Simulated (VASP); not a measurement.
# Al4B3P (P3m1) in VASP: notebook

The runs below take Al4B3P through relaxation of cell and atoms, single point, with PBE, r2SCAN.

Program: VASP 6.6.1. These are calculated values, not measurements. Logs are shortened: lines on timing, memory, paths and dates and some standing lists are left out, and cuts for length are marked.

## Step 1: The structure

The structure is trigonal, space group P3m1 (No. 156). The conventional cell has a = 3.096 Å, b = 3.096 Å, c = 11.772 Å, α = 90.00°, β = 90.00°, γ = 120.00°. Around Al (site symmetry 3m) lie 3 B at 2.19 Å. Al (site symmetry 3m) is surrounded by 3 B at 2.17 Å. Around Al (site symmetry 3m) lie 6 B at 2.34 to 2.38 Å. Around Al (site symmetry 3m) lie 3 P at 2.48 Å and 3 Al at 2.85 Å. B (site symmetry 3m) is surrounded by 6 Al at 2.17 to 2.19 Å. B (site symmetry 3m) has 3 B at 1.79 Å as nearest neighbours. B (site symmetry 3m) has 3 B at 1.79 Å as nearest neighbours. P (site symmetry 3m) is surrounded by 6 Al at 2.48 to 2.60 Å.

The cell was built by a generator and needn't be a form met in nature.

## Step 2: Relaxation of cell and atoms, PBE

Input file INCAR:

```
SYSTEM = Al4B3P
ALGO = Normal
EDIFF = 1E-6
EDIFFG = -0.01
ENCUT = 520
GGA = PE
IBRION = 2
ISIF = 3
ISMEAR = 0
KPAR = 8
LASPH = .True.
LCHARG = .False.
LREAL = .False.
LWAVE = .False.
NELM = 120
NSW = 90
PREC = Accurate
SIGMA = 0.1
```

Input file KPOINTS:

```
k-points
0
Gamma
  12 12 4
  0 0 0
```

Input file POSCAR:

```
Al4B3P
1.0
    3.0959070500      0.0000000000      0.0000000000
   -1.5479535300      2.6811341600      0.0000000000
    0.0000000000      0.0000000000     11.7720000000
Al B P
4 3 1
Direct
    0.0000000000      0.0000000000      0.2769283000
    0.6666666700      0.3333333300      0.4898912700
    0.0000000000      0.0000000000      0.9858987400
    0.3333333300      0.6666666700      0.7971457700
    0.3333333300      0.6666666700      0.3846415200
    0.3333333300      0.6666666700      0.1145090000
    0.6666666700      0.3333333300      0.1196907900
    0.0000000000      0.0000000000      0.6505266700
```

Potentials or basis: VASP PAW PBE potentials, release 64 (Al, B, P).

Launch:

```
$ cat potpaw_PBE.64/Al/POTCAR potpaw_PBE.64/B/POTCAR potpaw_PBE.64/P/POTCAR > POTCAR
$ mpirun -np 8 vasp_std > vasp.out
```

OUTCAR:

```text
SYSTEM = Al4B3P
   EDIFF = 1E-6
   EDIFFG = -0.01
   ENCUT = 520
   GGA = PE
   IBRION = 2
   ISIF = 3
   ISMEAR = 0
   LASPH = .True.
   LREAL = .False.
   NELM = 120
   NSW = 90
   PREC = Accurate

 ion  position               nearest neighbor table
   1  0.000  0.000  0.277-   5 2.19   5 2.19   5 2.19   7 2.57   7 2.57   7 2.57   6 2.62   6 2.62
                             6 2.62   2 3.08   2 3.08   2 3.08
   2  0.667  0.333  0.490-   5 2.17   5 2.17   5 2.17   8 2.60   8 2.60   8 2.60   1 3.08   1 3.08
                             1 3.08
   3  0.000  0.000  0.986-   6 2.34   6 2.34   6 2.34   7 2.38   7 2.38   7 2.38   4 2.85   4 2.85
                             4 2.85
   4  0.333  0.667  0.797-   8 2.48   8 2.48   8 2.48   3 2.85   3 2.85   3 2.85
   5  0.333  0.667  0.385-   2 2.17   2 2.17   2 2.17   1 2.19   1 2.19   1 2.19
   6  0.333  0.667  0.115-   7 1.79   7 1.79   7 1.79   3 2.34   3 2.34   3 2.34   1 2.62   1 2.62
                             1 2.62
   7  0.667  0.333  0.120-   6 1.79   6 1.79   6 1.79   3 2.38   3 2.38   3 2.38   1 2.57   1 2.57
                             1 2.57
   8  0.000  0.000  0.651-   4 2.48   4 2.48   4 2.48   2 2.60   2 2.60   2 2.60

  LATTYP: Found a hexagonal cell.
 ALAT       =     3.0959070500
 C/A-ratio  =     3.8024397406

  Lattice vectors:

 A1 = (   3.0959070500,   0.0000000000,   0.0000000000)
 A2 = (  -1.5479535300,   2.6811341600,   0.0000000000)
 A3 = (   0.0000000000,   0.0000000000,  11.7720000000)

Analysis of symmetry for initial positions (statically):
=====================================================================
 Subroutine PRICEL returns:
 Original cell was already a primitive cell.

 Routine SETGRP: Setting up the symmetry group for a
 hexagonal supercell.

 Subroutine GETGRP returns: Found  6 space group operations
 (whereof  6 operations were pure point group operations)
 out of a pool of 24 trial point group operations.

The static configuration has the point symmetry C_3v.

Analysis of symmetry for dynamics (positions and initial velocities):
=====================================================================
 Subroutine PRICEL returns:
 Original cell was already a primitive cell.

 Routine SETGRP: Setting up the symmetry group for a
 hexagonal supercell.

 Subroutine GETGRP returns: Found  6 space group operations
 (whereof  6 operations were pure point group operations)
 out of a pool of 24 trial point group operations.

The dynamic configuration has the point symmetry C_3v.

 Subroutine INISYM returns: Found  6 space group operations
 (whereof  6 operations are pure point group operations),
 and found     1 'primitive' translations

----------------------------------------------------------------------------------------

                                     Primitive cell

  volume of cell :      97.7140

  direct lattice vectors                    reciprocal lattice vectors
     3.095907050  0.000000000  0.000000000     0.323007114  0.186488244  0.000000000
    -1.547953530  2.681134160  0.000000000     0.000000000  0.372976487  0.000000000
     0.000000000  0.000000000 11.772000000     0.000000000  0.000000000  0.084947333

  length of vectors
     3.095907050  3.095907059 11.772000000     0.372976488  0.372976487  0.084947333

  position of ions in fractional coordinates (direct lattice)
     0.000000000  0.000000000  0.276928300
     0.666666670  0.333333330  0.489891270
     0.000000000  0.000000000  0.985898740
     0.333333330  0.666666670  0.797145770
     0.333333330  0.666666670  0.384641520
     0.333333330  0.666666670  0.114509000
     0.666666670  0.333333330  0.119690790
     0.000000000  0.000000000  0.650526670

  ion indices of the primitive-cell ions
   primitive index   ion index
                 1           1
                 2           2
                 3           3
                 4           4
                 5           5
                 6           6
                 7           7
                 8           8

----------------------------------------------------------------------------------------

 KPOINTS: k-points

Automatic generation of k-mesh.
 Grid dimensions read from file:
 generate k-points for:   12   12    4

 Generating k-lattice:

  Cartesian coordinates                     Fractional coordinates (reciprocal lattice)
     0.026917259  0.015540687  0.000000000     0.083333333  0.000000000  0.000000000
     0.000000000  0.031081374  0.000000000     0.000000000  0.083333333  0.000000000
     0.000000000  0.000000000  0.021236833     0.000000000  0.000000000  0.250000000

  Length of vectors
     0.031081374  0.031081374  0.021236833

  Shift w.r.t. Gamma in fractional coordinates (k-lattice)
     0.000000000  0.000000000  0.000000000

 Subroutine IBZKPT returns following result:
 ===========================================

 Found     69 irreducible k-points:

 Following reciprocal coordinates:
            Coordinates               Weight
  0.000000  0.000000  0.000000      1.000000
  0.083333  0.000000  0.000000      6.000000
  0.166667  0.000000  0.000000      6.000000
  0.250000 -0.000000  0.000000      6.000000
  0.333333  0.000000  0.000000      6.000000
  0.416667  0.000000  0.000000      6.000000
[... 16 lines left out ...]
  0.166667  0.000000  0.250000      6.000000
  0.000000  0.166667  0.250000      6.000000
 [... further k-points ...]
   k-points           NKPTS =     69   k-points in BZ     NKDIM =     69   number of bands    NBANDS=     18
   number of dos      NEDOS =    301   number of ions     NIONS =      8
   total plane-waves  NPLWV =  51840
   dimension x,y,z NGX =    24 NGY =   24 NGZ =   90
   dimension x,y,z NGXF=    48 NGYF=   48 NGZF=  180
   ions per type =               4   3   1
   NGX,Y,Z   is equivalent  to a cutoff of  12.89, 12.89, 12.71 a.u.
   NGXF,Y,Z  is equivalent  to a cutoff of  25.78, 25.78, 25.42 a.u.
 SYSTEM =  Al4B3P
   PREC   = accura    normal or accurate (medium, high low for compatibility)
   ISTART =      0    job   : 0-new  1-cont  2-samecut
   ICHARG =      2    charge: 1-file 2-atom 10-const
   ISPIN  =      1    spin polarized calculation?
   LNONCOLLINEAR =      F non collinear calculations
   LSORBIT =      F    spin-orbit coupling
   LASPH  =      T    aspherical Exc in radial PAW
   ENCUT  =  520.0 eV  38.22 Ry    6.18 a.u.   5.76  5.76 21.89*2*pi/ulx,y,z
   NELM   =    120;   NELMIN=  2; NELMDL= -5     # of ELM steps
   EDIFF  = 0.1E-05   stopping-criterion for ELM
   LREAL  =      F    real-space projection
   EDIFFG = -.1E-01   stopping-criterion for IOM
   NSW    =     90    number of steps for IOM
   IBRION =      2    ionic relax: 0-MD 1-quasi-New 2-CG
   NFREE  =      1    steps in history (QN), initial steepest desc. (CG)
   ISIF   =      3    stress and relaxation
   ISYM   =      2    0-nonsym 1-usesym 2-fastsym
   POTIM  = 0.5000    time-step for ionic-motion
   TEBEG  =    0.0;   TEEND  =   0.0 temperature during run
   PSTRESS=    0.0 pullay stress
   NELECT =      26.0000    total number of electrons
   NUPDOWN=      -1.0000    fix difference up-down
   EMIN   =  10.00;   EMAX   =-10.00  energy-range for DOS
   EFERMI =   0.00;   METHOD = LEGACY
   ISMEAR =     0;   SIGMA  =   0.10  broadening in eV -4-tet -1-fermi 0-gaus
   EFERMI_NEDOS =   21; number of points for ismear=-14 and -15
   IALGO  =     38    algorithm
   IMIX   =      4    mixing-type and parameters
     AMIX     =   0.40;   BMIX     =  1.00
     AMIX_MAG =   1.60;   BMIX_MAG =  1.00
  volume/ion in A,a.u.               =      12.21        82.43
  Fermi-wavevector in a.u.,A,eV,Ry     =   1.052964  1.989814 15.085244  1.108734
  Thomas-Fermi vector in A             =   2.188068
   LORBIT       =      0    0 simple, 1 ext, 2 COOP (PROOUT), +10 PAW based schemes
   GGA     = PE    functional components
   LHFCALC =     F    Hartree Fock is set to
   AEXX    =    0.0000 exact exchange contribution
   IVDW    =     0    specifies the selected vdW correction
   LEPSILON=     F    determine dielectric tensor
   LRPA    =     F    only Hartree local field effects (RPA)
 conjugate gradient relaxation of ions
 non-spin polarized calculation
 Gauss-broadening in eV      SIGMA  =   0.10
  energy-cutoff  :      520.00
  volume of cell :       97.71
 maximum number of plane-waves:      2652
 NGX is ok and might be reduce to    24
   NGX = 11   NGY = 11   NGZ = 43

--------------------------------------- Ionic step        1  -------------------------------------------

 number of electron      26.0000000 magnetization

 Free energy of the ion-electron system (eV)
  ---------------------------------------------------
  ext. energy  EPLUGINS =         0.00000000
  ---------------------------------------------------
  free energy    TOTEN  =       -39.39516913 eV

  energy without entropy =      -39.38227246  energy(sigma->0) =      -39.38872079

------------------------ aborting loop because EDIFF is reached ----------------------------------------

  FORCE on cell =-STRESS in cart. coord.  units (eV):
  Direction    XX          YY          ZZ          XY          YZ          ZX
  --------------------------------------------------------------------------------------
  -------------------------------------------------------------------------------------
  Total        0.4794613      0.4794613     -1.3105333     -0.0000000      0.0000000     -0.0000000
  in kB        7.8615367      7.8615367    -21.4882939     -0.0000000      0.0000000     -0.0000000
  external PRESSURE =      -1.9217401 kB  Pullay stress =       0.0000000 kB
[... 107 lines left out ...]
  FREE ENERGIE OF THE ION-ELECTRON SYSTEM (eV)
  ---------------------------------------------------
  free  energy   TOTEN  =       -39.4159949685 eV

  energy  without entropy=      -39.4067084014  energy(sigma->0) =      -39.41135168

[... ionic steps 4 to 8 ...]

--------------------------------------- Ionic step        9  -------------------------------------------

 number of electron      26.0000000 magnetization

------------------------ aborting loop because EDIFF is reached ----------------------------------------
[... 79 lines left out ...]
--------------------------------------- Ionic step       11  -------------------------------------------

 number of electron      25.9999999 magnetization

 Free energy of the ion-electron system (eV)
  ---------------------------------------------------
  ext. energy  EPLUGINS =         0.00000000
  ---------------------------------------------------
  free energy    TOTEN  =       -39.42041750 eV

  energy without entropy =      -39.41092727  energy(sigma->0) =      -39.41567238

 E-fermi :   8.2798     XC(G=0): -10.9053

 val. band max:        8.2301997275   @ k =   0.2500   0.1667   0.0000
 cond. band min:       8.2891056185   @ k =   0.4167   0.0833   0.0000
 fundamental gap:      0.0589058909
 Fermi energy:         8.2797938152

 k-point     1 :       0.0000    0.0000    0.0000
  band No.  band energies     occupation
      1      -5.6614      2.00000
      2      -5.3496      2.00000
      3      -3.1950      2.00000
      4      -0.5805      2.00000
      5      -0.2758      2.00000
      6       3.7663      2.00000
[... 481 lines left out ...]
      5       1.0195      2.00000
      6       3.3223      2.00000
[... 10 lines left out ...]
     17      13.0014      0.00000
     18      13.6847      0.00000

 [... further k-points ...]
[... 5 lines left out ...]
  --------------------------------------------------------------------------------------
  -------------------------------------------------------------------------------------
  Total       -0.0260334     -0.0260334      0.0244272      0.0000000      0.0000000     -0.0000000
  in kB       -0.4294270     -0.4294270      0.4029320      0.0000000      0.0000000     -0.0000000
  external PRESSURE =      -0.1519740 kB  Pullay stress =       0.0000000 kB
[... 23 lines left out ...]
  FREE ENERGIE OF THE ION-ELECTRON SYSTEM (eV)
  ---------------------------------------------------
  free  energy   TOTEN  =       -39.4204174983 eV

  energy  without entropy=      -39.4109272653  energy(sigma->0) =      -39.41567238

 reached required accuracy - stopping structural energy minimisation
```

It took 65 s on 8 MPI ranks of AMD EPYC 9R45 (Zen 5), shared host; peak memory 0.29 GiB.

Results:

```
Free energy                            : -39.4204 eV
Relaxed volume                         : 12.14 Å³/atom
Relaxed cell                           : a = 3.103 Å, b = 3.103 Å, c = 11.651 Å, α = 90.00°, β = 90.00°, γ = 120.00°
Space group after relaxing (to 0.05 Å) : P3m1 (No. 156)
Energy gained by relaxing              : 3.2 meV/atom
Ionic steps                            : 11
Pressure after relaxing                : 0.0 GPa
Largest force after relaxing           : 0.010 eV/Å
Band gap on the k mesh                 : none (metal or under the smearing width)
```

Forces on the atoms (eV/Å):
```
Al   0.000  0.000  0.003
Al   0.000  0.000 -0.006
Al   0.000  0.000 -0.001
Al   0.000  0.000  0.001
B    0.000  0.000  0.010
B    0.000  0.000  0.000
B    0.000  0.000 -0.009
P    0.000  0.000  0.002
```

The path:
```
step  energy change (eV)  largest force (eV/Å)  pressure (GPa)  volume (Å³)
   1              0.0000                0.3224           -0.19        97.71
   2             -0.0187                0.2030           -0.23        97.50
   3             -0.0208                0.1485           -0.22        97.40
   4             -0.0239                0.0845            0.07        97.10
   5             -0.0243                0.0741            0.24        96.94
   6             -0.0249                0.0376           -0.08        97.19
   7             -0.0250                0.0341           -0.13        97.22
   8             -0.0252                0.0244            0.00        97.12
   9             -0.0252                0.0233            0.02        97.11
  10             -0.0252                0.0144            0.01        97.12
  11             -0.0252                0.0098           -0.02        97.13
```

Final structure:
```yaml
crystal:
  lattice:
    - [3.10268, 0.00000, 0.00000]
    - [-1.55134, 2.68700, 0.00000]
    - [0.00000, 0.00000, 11.65061]
  atoms:
    - { symbol: Al, position: [0.00000, 0.00000, 0.27413] }
    - { symbol: Al, position: [0.66667, 0.33333, 0.49221] }
    - { symbol: Al, position: [0.00000, 0.00000, 0.98265] }
    - { symbol: Al, position: [0.33333, 0.66667, 0.79959] }
    - { symbol: B, position: [0.33333, 0.66667, 0.38466] }
    - { symbol: B, position: [0.33333, 0.66667, 0.11539] }
    - { symbol: B, position: [0.66667, 0.33333, 0.11899] }
    - { symbol: P, position: [0.00000, 0.00000, 0.65160] }
```

[end of part 1 of 3]
